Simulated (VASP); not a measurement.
Input:

```
CoTi
1.0
    2.96584     0.00000     0.00000
    0.00000     2.96584     0.00000
    0.00000     0.00000     2.96584
Ti Co
1 1
Cartesian
  0.00000   0.00000   0.00000
  1.48292   1.48292   1.48292
```

The numbers are results of PBE GGA, VASP's PBE PAW potentials (set 64) (plane waves; VASP), not measurements. Numerical set-up: 480 eV cut-off, 12×12×12 Γ-centred mesh, first-order Methfessel-Paxton smearing of 0.10 eV, potentials Ti_sv Co.

Energy and stress use the plane-wave basis of the starting cell.

### Question
The ions, cell shape and volume at an external pressure of 10.0 GPa are relaxed. Predict the relaxed structure.

### Answer

```
CoTi
1.0
    2.91943     0.00000     0.00000
    0.00000     2.91943     0.00000
    0.00000     0.00000     2.91943
Ti Co
1 1
Cartesian
  0.00000   0.00000   0.00000
  1.45971   1.45971   1.45971
```
Space group Pm-3m (221), at a tolerance of 0.03 Å.

### Question
How do energy and volume change from the first to the last step?

### Answer
The energy (σ→0) changes by +18.6 meV/atom and the volume by -4.6 %, in 3 ionic steps.

```tsv
step	E(σ→0) (eV)	max force (eV/Å)	pressure (GPa)	volume (Å³)
1	-15.6322	0.000	0.45	26.09
2	-15.4163	0.000	26.43	23.26
3	-15.5949	0.000	9.89	24.88
```

The compound is TiCo in the CsCl type structure. This run relaxes it under an external pressure of 10 GPa. Symmetry was kept, so distortions that lower it aren't found. The run is not spin-polarised, so no magnetic state was tried. The electron count is odd and the run is not spin-polarised, which forces a metal.
